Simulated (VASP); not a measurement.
Crystal: Ag.

```xyz
1
Lattice="0.0000 2.0427 2.0427 2.0427 0.0000 2.0427 2.0427 2.0427 0.0000" Properties=species:S:1:pos:R:3 pbc="T T T"
Ag    0.0000    0.0000    0.0000
```

```yaml
Program: VASP 6.6.1
Task: relaxation of cell and atoms
Functional: AM05
Potentials_or_basis: VASP PAW PBE potentials, release 64 (Ag)
Cutoff: 600 eV
k_mesh: 16 × 16 × 16
Occupations: methfessel-paxton, width 0.1 eV
Spin: no spin polarisation
```

At the start: pressure -2.6 GPa; volume 17.05 Å³/atom.

Question: Where does the relaxation end?

Answer: Over 3 steps the energy falls by 3.3 meV/atom and the volume is 16.64 Å³/atom (-2.4 %); space group Fm-3m (No. 225, to 0.05 Å).

Step by step:
```
step  energy change (eV)  largest force (eV/Å)  pressure (GPa)  volume (Å³)
   1              0.0000                0.0000           -2.58        17.05
   2             -0.0018                0.0000            1.94        16.38
   3             -0.0033                0.0000           -0.01        16.64
```

Final structure:
```xyz
1
Lattice="0.0000 2.0265 2.0265 2.0265 0.0000 2.0265 2.0265 2.0265 0.0000" Properties=species:S:1:pos:R:3 pbc="T T T"
Ag    0.0000    0.0000    0.0000
```

Caveat: the PAW data sets were made with another functional, which shifts forces and pressure a little.
